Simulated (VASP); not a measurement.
A convergence study with VASP on GaAs (zinc blende): one setting is varied, all else stays as given below, so the limit is that of these other settings.

```xyz
2
Lattice="0.0000 2.8250 2.8250 2.8250 0.0000 2.8250 2.8250 2.8250 0.0000" Properties=species:S:1:pos:R:3 pbc="T T T"
Ga     0.0000     0.0000     0.0000
As     1.4125     1.4125     1.4125
```

Computed with PBEsol GGA, VASP's PBE PAW potentials (set 64) (plane waves; VASP). The tightest run used: 600 eV cut-off, 7×7×7 Γ-centred mesh, Gaussian smearing of 0.010 eV, potentials Ga_d As.

Task: The settings run are ENCUT = 200; ENCUT = 300; ENCUT = 400; ENCUT = 500; ENCUT = 600. From which on does the mean ε∞ stay within 0.3  of the tightest run?

Result: From ENCUT = 300 on: it is off by 0.16 there and by no more than 0.3 in any finer run, while ENCUT = 200 is off by 3.05.
```tsv
setting	mean ε∞	plane waves	difference judged ()
ENCUT = 200	48.33	301	3.05
ENCUT = 300	45.44	541	0.16
ENCUT = 400	45.36	869	0.08
ENCUT = 500	45.27	1155	0.01
ENCUT = 600	45.28	1516	0.00
```

Left out are rungs that failed or repeat a setting and relaxations that didn't move; long series are thinned to 24 rows.

The compound is GaAs in the zinc blende structure. The cell was not relaxed at this level.
